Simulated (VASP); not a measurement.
Energy against volume of BaTiO$_{3}$ (cubic perovskite). These are SCAN meta-GGA, VASP's PBE PAW potentials (set 64) (plane waves; VASP) values and carry that method's errors.

```json
[
 {"V (Å³/atom)": "12.049", "E (eV/atom)": "-18.23797"},
 {"V (Å³/atom)": "12.434", "E (eV/atom)": "-18.26176"},
 {"V (Å³/atom)": "12.818", "E (eV/atom)": "-18.26949"},
 {"V (Å³/atom)": "13.203", "E (eV/atom)": "-18.26353"},
 {"V (Å³/atom)": "13.588", "E (eV/atom)": "-18.24607"}
]
```

Question: Fit a third-order Birch-Murnaghan equation of state.

Answer: 
```
Quantity                                         Value
---------------------------------------  -------------
volume per atom                          12.83 Å³/atom
bulk modulus                                   188 GPa
pressure derivative of the bulk modulus           4.52
lattice constant a                           0.4003 nm
```

Measured: bulk modulus 162 GPa (computed value off by +16.0 %), as given by Yu-ichiro Matsushita et al., Physical Review B (2011), arXiv:1104.2769; a 4.001 Å (computed value off by +0.0 %), as given by Yubo Zhang et al., Physical Review B (2017), arXiv:1702.04817. The calculation is for a static lattice, while the measured bulk modulus, a hold thermal and zero-point effects, which are part of the difference.

The compound is BaTiO3 in the cubic perovskite structure, the ideal cubic form; the compound distorts at low or room temperature. It was relaxed first.
